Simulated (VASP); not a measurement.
## CrAl (relaxed from the wurtzite structure, space group P6_3/mmc): computed properties

These are PBE GGA, VASP's PBE PAW potentials (set 64) (plane waves; VASP) values and carry that method's errors.

| Property | Value |
|---|---|
| space group | P6_3/mmc (194) |
| cell | a = 4.429 Å, b = 4.429 Å, c = 4.976 Å, α = 90.00°, β = 90.00°, γ = 120.00° |
| volume per atom | 21.13 Å³/atom |
| band gap (over mesh and band path) | none (metal, semimetal or under 0.01 eV) |
| cell moment | 5.99 μB |
| density | 3.10 g/cm³ |

```yaml
crystal:
  lattice:
    - [4.42902, 0.00000, 0.00000]
    - [-2.21451, 3.83564, 0.00000]
    - [0.00000, 0.00000, 4.97639]
  atoms:
    - { symbol: Cr, position: [0.33333, 0.66667, 0.93746], spin: 2.9 }
    - { symbol: Cr, position: [0.66667, 0.33333, 0.43746], spin: 2.9 }
    - { symbol: Al, position: [0.33333, 0.66667, 0.43754], spin: -0.1 }
    - { symbol: Al, position: [0.66667, 0.33333, 0.93754], spin: -0.1 }
```

The structure was generated: CrAl was put into the wurtzite type (P6_3mc), which need not be its known phase. It was relaxed first, which changed the volume by -22 %. The relaxed cell has space group P6_3/mmc. Symmetry was kept, so distortions that lower it aren't found.
